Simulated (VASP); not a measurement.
Input:

```
CELL_PARAMETERS angstrom
      0.00000     2.07727     2.07727
      2.07727     0.00000     2.07727
      2.07727     2.07727     0.00000
ATOMIC_POSITIONS crystal
  Au 0.00000 0.00000 0.00000
```

The numbers are results of PBE GGA, VASP's PBE PAW potentials (set 64) (plane waves; VASP), not measurements. Numerical set-up: 480 eV cut-off, 14×14×14 Γ-centred mesh, first-order Methfessel-Paxton smearing of 0.10 eV, potentials Au.

Energy and stress use the plane-wave basis of the starting cell.

Task: The ions, cell shape and volume at an external pressure of 20.0 GPa are relaxed. Which structure does the run end with?

Result: 
```
CELL_PARAMETERS angstrom
      0.00000     2.00654     2.00654
      2.00654     0.00000     2.00654
      2.00654     2.00654     0.00000
ATOMIC_POSITIONS crystal
  Au 0.00000 0.00000 0.00000
```
Space group Fm-3m (225), at a tolerance of 0.03 Å.

Task: How do energy and volume change from the first to the last step?

Result: The energy (σ→0) changes by +98.2 meV/atom and the volume by -9.9 %, in 5 ionic steps.

The compound is Au in the fcc structure. This run relaxes it under an external pressure of 20 GPa. Symmetry was kept, so distortions that lower it aren't found.
